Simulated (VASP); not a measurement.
Output of a VASP run:

File OSZICAR:
```
       N       E                     dE             d eps       ncg     rms          rms(c)
DAV:   1     0.421914942800E+03    0.42191E+03   -0.22040E+04   960   0.187E+03
DAV:   2    -0.668109760505E+02   -0.48873E+03   -0.48161E+03  1200   0.512E+02
DAV:   3    -0.112525226097E+03   -0.45714E+02   -0.45582E+02  1512   0.151E+02
DAV:   4    -0.114344873879E+03   -0.18196E+01   -0.18188E+01  1288   0.267E+01
DAV:   5    -0.114426378622E+03   -0.81505E-01   -0.81500E-01  1400   0.403E+00    0.244E+01
DAV:   6    -0.897885879245E+02    0.24638E+02   -0.49395E+01  1408   0.797E+01    0.762E+00
DAV:   7    -0.908962064163E+02   -0.11076E+01   -0.68865E+00  1112   0.199E+01    0.459E+00
DAV:   8    -0.933545389246E+02   -0.24583E+01   -0.21224E+00  1152   0.131E+01    0.214E+00
DAV:   9    -0.910210217220E+02    0.23335E+01   -0.11631E+00  1104   0.970E+00    0.103E+00
DAV:  10    -0.913030545388E+02   -0.28203E+00   -0.31190E-01  1368   0.449E+00    0.591E-01
DAV:  11    -0.913006426152E+02    0.24119E-02   -0.22430E-02  1096   0.168E+00    0.125E-01
DAV:  12    -0.913026959377E+02   -0.20533E-02   -0.22812E-02  1032   0.162E+00    0.145E-01
DAV:  13    -0.913082531677E+02   -0.55572E-02   -0.44002E-03   968   0.736E-01    0.993E-02
DAV:  14    -0.913086866637E+02   -0.43350E-03   -0.52462E-04  1352   0.244E-01    0.521E-02
DAV:  15    -0.913086674348E+02    0.19229E-04   -0.26325E-04  1048   0.166E-01    0.216E-02
DAV:  16    -0.913087548204E+02   -0.87386E-04   -0.73903E-05  1224   0.706E-02    0.962E-03
DAV:  17    -0.913087694929E+02   -0.14673E-04   -0.95137E-06  1088   0.342E-02    0.780E-03
DAV:  18    -0.913087786359E+02   -0.91430E-05   -0.10105E-05  1360   0.308E-02    0.206E-03
DAV:  19    -0.913087798793E+02   -0.12434E-05   -0.11839E-06  1088   0.121E-02    0.146E-03
DAV:  20    -0.913087810013E+02   -0.11220E-05   -0.21560E-07   672   0.491E-03    0.209E-03
DAV:  21    -0.913087759361E+02    0.50652E-05   -0.10271E-07   568   0.311E-03    0.319E-04
DAV:  22    -0.913087752160E+02    0.72008E-06   -0.22818E-08   552   0.154E-03    0.225E-04
DAV:  23    -0.913087752090E+02    0.70113E-08   -0.51600E-09   544   0.665E-04
   1 F= -.91308775E+02 E0= -.91308775E+02  d E =-.417941E-13
```

File OUTCAR:
```
------------------------ aborting loop because EDIFF is reached ----------------------------------------
  FORCE on cell =-STRESS in cart. coord.  units (eV):
  Direction    XX          YY          ZZ          XY          YZ          ZX
  --------------------------------------------------------------------------------------
  Total        2.3687337      2.3687337      2.3687337      0.0000000     -0.0000000     -0.0000000
  in kB       61.0451113     61.0451113     61.0451113      0.0000000     -0.0000000     -0.0000000
  external PRESSURE =      61.0451113 kB  Pullay stress =       0.0000000 kB
  volume of cell :       62.17
      direct lattice vectors                 reciprocal lattice vectors
     3.961490706  0.000000000  0.000000000     0.252430227  0.000000000  0.000000000
     0.000000000  3.961490706  0.000000000     0.000000000  0.252430227  0.000000000
     0.000000000  0.000000000  3.961490706     0.000000000  0.000000000  0.252430227
 POSITION                                       TOTAL-FORCE (eV/Angst)
 -----------------------------------------------------------------------------------
      0.00000      0.00000      0.00000         0.000000      0.000000      0.000000
      1.98075      1.98075      1.98075         0.000000      0.000000      0.000000
      1.98075      0.00000      1.98075         0.000000      0.000000      0.000000
      0.00000      1.98075      1.98075         0.000000      0.000000      0.000000
      1.98075      1.98075      0.00000         0.000000      0.000000      0.000000
 -----------------------------------------------------------------------------------
    total drift:                                0.000000      0.000000     -0.000000
  FREE ENERGIE OF THE ION-ELECTRON SYSTEM (eV)
  ---------------------------------------------------
  free  energy   TOTEN  =       -91.3087752090 eV

  energy  without entropy=      -91.3087752090  energy(sigma->0) =      -91.30877521
```
(Selected blocks of OUTCAR.)

File POSCAR:
```
BaTiO3
1
    3.9614907061     0.0000000000     0.0000000000
    0.0000000000     3.9614907061     0.0000000000
    0.0000000000     0.0000000000     3.9614907061
Ba Ti O
1 1 3
Direct
  0.0000000000   0.0000000000   0.0000000000
  0.5000000000   0.5000000000   0.5000000000
  0.5000000000   0.0000000000   0.5000000000
  0.0000000000   0.5000000000   0.5000000000
  0.5000000000   0.5000000000   0.0000000000
```

**Question.** Write an INCAR and KPOINTS that could have produced this output.

**Answer.** This is not unique; one that fits is the input of the run itself, SCAN meta-GGA, plane waves, VASP's PBE PAW potentials (set 64).

**KPOINTS**
```
kpoints
0
Gamma
  6 6 6
```

### INCAR
```
ALGO = Normal
EDIFF = 1E-7
ENCUT = 520
ISIF = 2
ISMEAR = 0
LASPH = .TRUE.
LCHARG = .FALSE.
LMAXMIX = 4
LMIXTAU = .TRUE.
LREAL = .FALSE.
LWAVE = .FALSE.
METAGGA = SCAN
NELM = 100
PREC = Accurate
SIGMA = 0.05
SYSTEM = BaTiO3
```

POTCAR, in this order: Ba_sv Ti_sv O (PBE.64 set). Program: vasp_std.

The compound is BaTiO3 in the cubic perovskite structure, the ideal cubic form; the compound distorts at low or room temperature. This cell is one point of a volume scan, at 0.97 of the reference volume.
